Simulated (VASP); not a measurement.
Method: PBE GGA, VASP's PBE PAW potentials (set 64) (plane waves; VASP).

The input files of a VASP run:

File POSCAR:
```
CrAl
1.0
  0.0000000000   2.8080000000   2.8080000000
  2.8080000000   0.0000000000   2.8080000000
  2.8080000000   2.8080000000   0.0000000000
Cr Al
1 1
direct
  0.0000000000   0.0000000000   0.0000000000
  0.5000000000   0.5000000000   0.5000000000
```

**INCAR**
```
SYSTEM  =  CrAl
PREC  =  Accurate; ENCUT  =  400; LREAL  =  .False.
LASPH  =  .True.
EDIFF  =  1E-6; NELM  =  100; ALGO  =  Normal
LMAXMIX  =  4
ISMEAR  =  1; SIGMA  =  0.1
GGA  =  PE
MAGMOM  =  3.0 0.0
ISPIN  =  2
IBRION  =  2; NSW  =  60; ISIF  =  3
EDIFFG  =  -0.01
LWAVE  =  .False.; LCHARG  =  .False.; LORBIT  =  10
```

### KPOINTS
```
Automatic mesh
0
G
 10 10 10
0 0 0
```

POTCAR, in this order: Cr_pv Al (PBE.64 set). Program: vasp_std.

Question: What will the output report for the number of irreducible k-points (NKPTS), number of bands (NBANDS), largest plane-wave count, number of space-group operations, FFT grid (NGX, NGY, NGZ)?

Answer: 
```json
{
 "number of irreducible k-points (NKPTS)": "47",
 "number of bands (NBANDS)": "13",
 "largest_plane_wave_count": "822",
 "number_of_space_group_operations": "48",
 "FFT grid (NGX, NGY, NGZ)": "28 × 28 × 28"
}
```

The structure was generated: CrAl was put into the rock salt type (Fm-3m), which need not be its known phase. This run relaxes it. Symmetry was kept, so distortions that lower it aren't found.
